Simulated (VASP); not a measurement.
Output of a VASP run:

File OUTCAR:
```
 ion  position               nearest neighbor table
   1  0.095  0.905  0.912-   3 2.20   3 2.20   4 2.24
   2  0.405  0.595  0.412-   4 2.20   4 2.20   3 2.24
   3  0.595  0.405  0.588-   1 2.20   1 2.20   2 2.24
   4  0.905  0.095  0.088-   2 2.20   2 2.20   1 2.24
  LATTYP: Found a base centered orthorhombic cell.
 ALAT       =     3.2868167816
 B/A-ratio  =     3.3476131099
 C/A-ratio  =     1.3812690662
 Subroutine PRICEL returns:
 Original cell was already a primitive cell.
 Subroutine GETGRP returns: Found  8 space group operations
The static configuration has the point symmetry C_2h.
 The point group associated with its full space group is D_2h.
The dynamic configuration has the point symmetry C_2h.
 Subroutine INISYM returns: Found  8 space group operations
 Subroutine IBZKPT returns following result:
 Found     39 irreducible k-points:

 Following reciprocal coordinates:
            Coordinates               Weight
  0.000000  0.000000  0.000000      1.000000
  0.166667  0.000000  0.000000      4.000000
  0.333333  0.000000  0.000000      4.000000
  0.500000  0.000000  0.000000      2.000000
  0.166667  0.166667  0.000000      2.000000
  0.333333  0.166667  0.000000      4.000000
  0.500000  0.166667  0.000000      4.000000
 -0.333333  0.166667  0.000000      4.000000
 -0.166667  0.166667  0.000000      2.000000
  0.333333  0.333333  0.000000      2.000000
  0.500000  0.333333  0.000000      4.000000
 -0.333333  0.333333  0.000000      2.000000
  0.500000  0.500000  0.000000      1.000000
  0.000000  0.000000  0.200000      2.000000
  0.166667  0.000000  0.200000      8.000000
  0.333333  0.000000  0.200000      8.000000
  0.500000  0.000000  0.200000      4.000000
  0.166667  0.166667  0.200000      4.000000
  0.333333  0.166667  0.200000      8.000000
  0.500000  0.166667  0.200000      8.000000
 -0.333333  0.166667  0.200000      8.000000
 -0.166667  0.166667  0.200000      4.000000
  0.333333  0.333333  0.200000      4.000000
  0.500000  0.333333  0.200000      8.000000
 -0.333333  0.333333  0.200000      4.000000
  0.500000  0.500000  0.200000      2.000000
  0.000000  0.000000  0.400000      2.000000
  0.166667  0.000000  0.400000      8.000000
  0.333333  0.000000  0.400000      8.000000
  0.500000  0.000000  0.400000      4.000000
  0.166667  0.166667  0.400000      4.000000
  0.333333  0.166667  0.400000      8.000000
  0.500000  0.166667  0.400000      8.000000
 -0.333333  0.166667  0.400000      8.000000
 -0.166667  0.166667  0.400000      4.000000
  0.333333  0.333333  0.400000      4.000000
  0.500000  0.333333  0.400000      8.000000
 -0.333333  0.333333  0.400000      4.000000
  0.500000  0.500000  0.400000      2.000000
   k-points           NKPTS =     39   k-points in BZ     NKDIM =     39   number of bands    NBANDS=     14
   number of dos      NEDOS =    301   number of ions     NIONS =      4
   total plane-waves  NPLWV =  82944
   dimension x,y,z NGX =    48 NGY =   48 NGZ =   36
   dimension x,y,z NGXF=    96 NGYF=   96 NGZF=   72
   ions per type =               4
   PREC   = accura    normal or accurate (medium, high low for compatibility)
   ISTART =      0    job   : 0-new  1-cont  2-samecut
   ICHARG =      2    charge: 1-file 2-atom 10-const
   ISPIN  =      1    spin polarized calculation?
   LNONCOLLINEAR =      F non collinear calculations
   LSORBIT =      F    spin-orbit coupling
   INIWAV =      1    electr: 0-lowe 1-rand  2-diag
   ENCUT  =  520.0 eV  38.22 Ry    6.18 a.u.  10.68 10.68  8.44*2*pi/ulx,y,z
   NELM   =    100;   NELMIN=  2; NELMDL= -5     # of ELM steps
   EDIFF  = 0.1E-05   stopping-criterion for ELM
   LREAL  =      F    real-space projection
   NLSPLINE    = F    spline interpolate recip. space projectors
   LMAXMIX     =    2 max onsite mixed and CHGCAR
   VOSKOWN=      0    Vosko Wilk Nusair interpolation
...
```

### OSZICAR
```
...
DAV:   3    -0.396796564665E+02   -0.46042E+01   -0.45790E+01  1488   0.455E+01
DAV:   4    -0.397414807252E+02   -0.61824E-01   -0.61779E-01  1370   0.615E+00
DAV:   5    -0.397427635408E+02   -0.12828E-02   -0.12826E-02  1500   0.815E-01    0.115E+01
DAV:   6    -0.364995563817E+02    0.32432E+01   -0.32270E-01  1248   0.514E+00    0.764E+00
DAV:   7    -0.348227514419E+02    0.16768E+01   -0.59142E-01  1230   0.611E+00    0.116E+00
DAV:   8    -0.357456438910E+02   -0.92289E+00   -0.30701E-01  1182   0.471E+00    0.274E-01
DAV:   9    -0.358965058792E+02   -0.15086E+00   -0.10442E-01  1278   0.336E+00    0.151E-01
DAV:  10    -0.358591921539E+02    0.37314E-01   -0.26162E-02  1236   0.162E+00    0.162E-01
DAV:  11    -0.358996312923E+02   -0.40439E-01   -0.99005E-03  1164   0.105E+00    0.118E-01
DAV:  12    -0.359088041795E+02   -0.91729E-02   -0.13885E-02  1200   0.121E+00    0.655E-02
DAV:  13    -0.359112612019E+02   -0.24570E-02   -0.91636E-04  1290   0.280E-01    0.411E-02
DAV:  14    -0.359114105254E+02   -0.14932E-03   -0.24377E-05  1510   0.506E-02    0.339E-02
DAV:  15    -0.359116257657E+02   -0.21524E-03   -0.31765E-05  1266   0.600E-02    0.179E-02
DAV:  16    -0.359120872220E+02   -0.46146E-03   -0.31806E-04  1200   0.178E-01    0.507E-03
DAV:  17    -0.359120952067E+02   -0.79847E-05   -0.14696E-05  1374   0.324E-02    0.511E-03
DAV:  18    -0.359120939382E+02    0.12685E-05   -0.69706E-07   816   0.955E-03    0.289E-03
DAV:  19    -0.359120939180E+02    0.20236E-07   -0.12208E-06   702   0.102E-02
   1 F= -.35912094E+02 E0= -.35912094E+02  d E =-.359121E+02
       N       E                     dE             d eps       ncg     rms          rms(c)
DAV:   1    -0.359137401081E+02   -0.16462E-02   -0.54927E-02  1176   0.147E+00    0.230E-01
DAV:   2    -0.359131626377E+02    0.57747E-03   -0.25849E-03  1338   0.370E-01    0.117E-01
DAV:   3    -0.359129128363E+02    0.24980E-03   -0.69796E-04  1350   0.187E-01    0.403E-02
DAV:   4    -0.359129036427E+02    0.91936E-05   -0.16000E-04  1308   0.928E-02    0.247E-02
DAV:   5    -0.359128940081E+02    0.96345E-05   -0.53033E-05  1200   0.691E-02    0.123E-02
DAV:   6    -0.359129010006E+02   -0.69925E-05   -0.47449E-05  1176   0.662E-02    0.488E-03
DAV:   7    -0.359129051182E+02   -0.41176E-05   -0.13490E-05  1170   0.361E-02    0.300E-03
DAV:   8    -0.359129056758E+02   -0.55758E-06   -0.45289E-07   684   0.665E-03
   2 F= -.35912906E+02 E0= -.35912906E+02  d E =-.811758E-03
       N       E                     dE             d eps       ncg     rms          rms(c)
DAV:   1    -0.359129540792E+02   -0.48961E-04   -0.13721E-03  1176   0.232E-01    0.367E-02
DAV:   2    -0.359129391752E+02    0.14904E-04   -0.66512E-05  1356   0.602E-02    0.184E-02
DAV:   3    -0.359129337861E+02    0.53891E-05   -0.18199E-05  1338   0.307E-02    0.623E-03
DAV:   4    -0.359129336861E+02    0.10003E-06   -0.39980E-06  1044   0.156E-02
   3 F= -.35912934E+02 E0= -.35912934E+02  d E =-.839768E-03
       N       E                     dE             d eps       ncg     rms          rms(c)
DAV:   1    -0.359129545225E+02   -0.20736E-04   -0.37446E-03  1236   0.405E-01    0.579E-02
DAV:   2    -0.359129635685E+02   -0.90459E-05   -0.25422E-04  1500   0.104E-01    0.351E-02
DAV:   3    -0.359129609972E+02    0.25713E-05   -0.12371E-05  1374   0.292E-02    0.132E-02
DAV:   4    -0.359129610673E+02   -0.70119E-07   -0.44097E-06  1272   0.177E-02
   4 F= -.35912961E+02 E0= -.35912961E+02  d E =-.273812E-04
```

File OUTCAR:
```
------------------------ aborting loop because EDIFF is reached ----------------------------------------
  FORCE on cell =-STRESS in cart. coord.  units (eV):
  Direction    XX          YY          ZZ          XY          YZ          ZX
  --------------------------------------------------------------------------------------
  Total        0.0151114      0.0014549      0.0605466      0.0000000      0.0000000      0.0000000
  in kB        0.2942419      0.0283289      1.1789317      0.0000000      0.0000000      0.0000000
  external PRESSURE =       0.5005008 kB  Pullay stress =       0.0000000 kB
  volume of cell :       82.28
      direct lattice vectors                 reciprocal lattice vectors
     1.649913131 -5.496468366  0.000000000     0.303046258 -0.090967503 -0.000000000
     1.649913131  5.496468366 -0.000000000     0.303046258  0.090967503  0.000000000
     0.000000000 -0.000000000  4.536668386     0.000000000  0.000000000  0.220426074
 POSITION                                       TOTAL-FORCE (eV/Angst)
 -----------------------------------------------------------------------------------
      1.64991      4.45008      4.13330         0.000000     -0.001056      0.013466
      1.64991      1.04639      1.86496         0.000000      0.001056      0.013466
      1.64991     -1.04639      2.67170         0.000000     -0.001056     -0.013466
      1.64991     -4.45008      0.40337         0.000000      0.001056     -0.013466
 -----------------------------------------------------------------------------------
    total drift:                                0.000000      0.000000      0.000000
  FREE ENERGIE OF THE ION-ELECTRON SYSTEM (eV)
  ---------------------------------------------------
  free  energy   TOTEN  =       -35.9129610673 eV

  energy  without entropy=      -35.9129609361  energy(sigma->0) =      -35.91296100

 reached required accuracy - stopping structural energy minimisation
```
(Selected blocks of OUTCAR.)

File POSCAR:
```
P
1
    1.6434083908    -5.5014954739     0.0000000000
    1.6434083908     5.5014954739    -0.0000000000
    0.0000000000     0.0000000000     4.5399783468
P
4
Direct
  0.0952568340   0.9047431660   0.9115823513
  0.4047431660   0.5952568340   0.4115823513
  0.5952568340   0.4047431660   0.5884176487
  0.9047431660   0.0952568340   0.0884176487
```

Q: Reconstruct the remaining input files.

A: This is not unique; one that fits is the input of the run itself, r2SCAN meta-GGA, plane waves, VASP's PBE PAW potentials (set 64).

INCAR:
```
# general
SYSTEM  = P
PREC    = Accurate
ENCUT   = 520
LREAL   = .FALSE.
LASPH   = .TRUE.

# electronic loop
EDIFF   = 1E-6
NELM    = 100
ALGO    = Normal
LMIXTAU = .TRUE.

# smearing
ISMEAR  = 0
SIGMA   = 0.05

# functional
METAGGA = R2SCAN

# ions
IBRION  = 2
NSW     = 60
ISIF    = 3
EDIFFG  = -0.02

# output
LWAVE   = .FALSE.
LCHARG  = .FALSE.
```

File KPOINTS:
```
Automatic mesh
0
Gamma
6 6 5
0 0 0
```

POTCAR, in this order: P (PBE.64 set). Program: vasp_std.

The compound is P in the black structure. This run relaxes it. Symmetry was kept, so distortions that lower it aren't found. The start is the result of an earlier pass.
